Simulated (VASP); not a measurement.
**TiGa2S4: relaxation of cell and atoms with PBE**

TiGa2S4:

```xyz
7
Lattice="3.6800 0.0000 0.0000 -1.8400 3.1870 0.0000 0.0000 0.0000 11.9000" Properties=species:S:1:pos:R:3 pbc="T T T"
Ti    0.0000    0.0000    0.0000
Ga    1.8400    1.0623    8.2943
Ga    0.0000    2.1246    3.6057
S     1.8400    1.0623   10.5672
S     0.0000    2.1246    7.4613
S     0.0000    2.1246    1.3328
S     1.8400    1.0623    4.4387
```

The cell was built by a generator and needn't be a form met in nature.

* Program: VASP 6.6.1
* Task: relaxation of cell and atoms
* Functional: PBE
* Potentials or basis: VASP PAW PBE potentials, release 64 (Ti_sv, Ga_d, S)
* Cutoff: 520 eV
* k mesh: 4 × 4 × 2
* Occupations: gaussian, width 0.15 eV
* Spin: no spin polarisation
* Further INCAR settings: PREC = Normal; ALGO = Fast; EDIFF = 0.0001; IBRION = 2; EDIFFG = -0.08; NSW = 24; ISIF = 3

```
Relaxed volume                         : 21.11 Å³/atom
Relaxed cell                           : a = 3.689 Å, b = 3.689 Å, c = 12.541 Å, α = 90.00°, β = 90.00°, γ = 120.00°
Space group after relaxing (to 0.05 Å) : P-3m1 (No. 164)
Energy gained by relaxing              : 25.6 meV/atom
Ionic steps                            : 24
Pressure after relaxing                : 0.1 GPa
Largest force after relaxing           : 0.079 eV/Å
Band gap on the k mesh                 : none (metal or under the smearing width)
```

Forces in eV/Å, atoms in the order of the input:
```
Ti   0.000  0.000  0.000
Ga   0.000  0.000  0.017
Ga   0.000  0.000 -0.017
S    0.000  0.000 -0.079
S    0.000  0.000  0.053
S    0.000  0.000  0.079
S    0.000  0.000 -0.053
```

The path:
| step | energy change (eV) | largest force (eV/Å) | pressure (GPa) | volume (Å³) |
| --- | --- | --- | --- | --- |
| 1 | 0.0000 | 0.7029 | 2.49 | 139.56 |
| 2 | -0.1038 | 0.3107 | -0.66 | 145.91 |
| 3 | -0.1042 | 0.3111 | -0.30 | 145.59 |
| 4 | -0.1042 | 0.3083 | -0.55 | 145.72 |
| 5 | -0.1219 | 0.2240 | -0.41 | 145.41 |
| 6 | -0.1276 | 0.2553 | -0.37 | 145.20 |
| 7 | -0.1227 | 0.4408 | -0.07 | 144.75 |
| 8 | -0.1285 | 0.3092 | -0.23 | 145.09 |
| 9 | -0.1396 | 0.1699 | 0.24 | 144.15 |
| 10 | -0.1405 | 0.1808 | 0.36 | 143.98 |
| 11 | -0.1476 | 0.2034 | -0.04 | 144.76 |
| 12 | -0.1507 | 0.2042 | -0.32 | 145.48 |
| 13 | -0.1568 | 0.0883 | 0.04 | 145.16 |
| 14 | -0.1577 | 0.1087 | 0.11 | 145.06 |
| 15 | -0.1577 | 0.1858 | 0.41 | 144.87 |
| 16 | -0.1607 | 0.1839 | 0.49 | 145.12 |
| 17 | -0.1676 | 0.1825 | 0.65 | 145.86 |
| 18 | -0.1746 | 0.1266 | 0.00 | 147.18 |
| 19 | -0.1750 | 0.1349 | -0.30 | 147.48 |
| 20 | -0.1750 | 0.1448 | -0.25 | 147.40 |
| 21 | -0.1751 | 0.1380 | -0.03 | 147.44 |
| 22 | -0.1766 | 0.0853 | -0.11 | 147.56 |
| 23 | -0.1782 | 0.0878 | -0.09 | 147.89 |
| 24 | -0.1792 | 0.0790 | 0.11 | 147.79 |

Final structure:
```xyz
7
Lattice="3.6888 0.0000 0.0000 -1.8444 3.1946 0.0000 0.0000 0.0000 12.5413" Properties=species:S:1:pos:R:3 pbc="T T T"
Ti    0.0000    0.0000    0.0000
Ga    1.8444    1.0649    8.9296
Ga    0.0000    2.1297    3.6117
S     1.8444    1.0649   11.2137
S     0.0000    2.1297    7.9513
S     0.0000    2.1297    1.3277
S     1.8444    1.0649    4.5900
```

Levels at points of the mesh, in eV from the Fermi level:
```csv
k point,band 28,band 29,band 30,band 31,band 32,band 33,band 34,band 35
"(0.00, 0.00, 0.00)",-2.91,-2.20,-2.20,-0.75,-0.02,-0.02,0.17,0.62
"(0.50, 0.00, 0.00)",-3.78,-3.58,-3.38,-0.95,0.53,0.58,0.74,0.90
"(0.00, 0.00, 0.50)",-3.37,-2.21,-2.21,-0.27,-0.12,-0.02,-0.02,0.63
"(0.50, 0.00, 0.50)",-3.80,-3.49,-3.36,-0.87,0.24,0.73,0.77,0.88
```

It took 2.5 min on 2 MPI ranks on AMD EPYC 9R45 96-Core Processor (Zen 5) (shared host), peak memory 0.2 GiB a rank.

Caveat: the k mesh is coarse (spacing up to 0.49 Å⁻¹), so the values aren't converged; this functional lacks dispersion, which binds the layers, so the pressure and a relaxed spacing across them are unreliable; the relaxation stopped at a loose force limit of 0.08 eV/Å, so its end isn't a converged minimum.
